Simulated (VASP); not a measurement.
Input:

```xyz
3
Lattice="1.5429 -2.6724 0.0000 1.5429 2.6724 0.0000 0.0000 0.0000 3.4835" Properties=species:S:1:pos:R:3 pbc="T T T"
Mg     0.0000     0.0000     3.4835
B      1.5429     0.8908     1.7417
B      1.5429    -0.8908     1.7417
```

Level of theory: vdW-DF-cx, VASP's PBE PAW potentials (set 64) (plane waves; VASP). Numerical set-up: 520 eV cut-off, 13×13×10 Γ-centred mesh, tetrahedra with Blöchl corrections, potentials Mg B.

Task: Tabulate the total density of states (states/eV per cell) against energy (eV; zero at the valence-band maximum or, without a gap, the Fermi level).

Result: 
```json
[
 {"E (eV)": "-9.98", "DOS (states/eV)": "0.45"},
 {"E (eV)": "-9.62", "DOS (states/eV)": "0.46"},
 {"E (eV)": "-9.26", "DOS (states/eV)": "0.46"},
 {"E (eV)": "-8.90", "DOS (states/eV)": "0.49"},
 {"E (eV)": "-8.66", "DOS (states/eV)": "0.54"},
 {"E (eV)": "-8.30", "DOS (states/eV)": "0.49"},
 {"E (eV)": "-7.94", "DOS (states/eV)": "0.41"},
 {"E (eV)": "-7.58", "DOS (states/eV)": "0.33"},
 {"E (eV)": "-7.22", "DOS (states/eV)": "0.36"},
 {"E (eV)": "-6.86", "DOS (states/eV)": "0.56"},
 {"E (eV)": "-6.50", "DOS (states/eV)": "0.64"},
 {"E (eV)": "-6.14", "DOS (states/eV)": "0.64"},
 {"E (eV)": "-5.90", "DOS (states/eV)": "0.61"},
 {"E (eV)": "-5.54", "DOS (states/eV)": "0.62"},
 {"E (eV)": "-5.18", "DOS (states/eV)": "0.74"},
 {"E (eV)": "-4.82", "DOS (states/eV)": "0.71"},
 {"E (eV)": "-4.46", "DOS (states/eV)": "0.67"},
 {"E (eV)": "-4.10", "DOS (states/eV)": "0.91"},
 {"E (eV)": "-3.74", "DOS (states/eV)": "0.88"},
 {"E (eV)": "-3.38", "DOS (states/eV)": "0.92"},
 {"E (eV)": "-3.14", "DOS (states/eV)": "1.01"},
 {"E (eV)": "-2.78", "DOS (states/eV)": "1.03"},
 {"E (eV)": "-2.42", "DOS (states/eV)": "1.13"},
 {"E (eV)": "-2.06", "DOS (states/eV)": "1.21"},
 {"E (eV)": "-1.70", "DOS (states/eV)": "0.97"},
 {"E (eV)": "-1.34", "DOS (states/eV)": "0.92"},
 {"E (eV)": "-0.98", "DOS (states/eV)": "0.89"},
 {"E (eV)": "-0.62", "DOS (states/eV)": "0.82"},
 {"E (eV)": "-0.38", "DOS (states/eV)": "0.77"},
 {"E (eV)": "-0.02", "DOS (states/eV)": "0.74"},
 {"E (eV)": "0.34", "DOS (states/eV)": "0.57"},
 {"E (eV)": "0.70", "DOS (states/eV)": "0.33"},
 {"E (eV)": "1.06", "DOS (states/eV)": "0.29"},
 {"E (eV)": "1.42", "DOS (states/eV)": "0.27"},
 {"E (eV)": "1.78", "DOS (states/eV)": "0.27"},
 {"E (eV)": "2.14", "DOS (states/eV)": "0.31"},
 {"E (eV)": "2.38", "DOS (states/eV)": "0.36"},
 {"E (eV)": "2.74", "DOS (states/eV)": "0.42"},
 {"E (eV)": "3.10", "DOS (states/eV)": "0.44"},
 {"E (eV)": "3.46", "DOS (states/eV)": "0.47"}
]
```
Within 2 eV below the Fermi level the largest weight inside VASP's projection spheres is B p.

The compound is MgB2 in the AlB2 type structure. It was relaxed first.
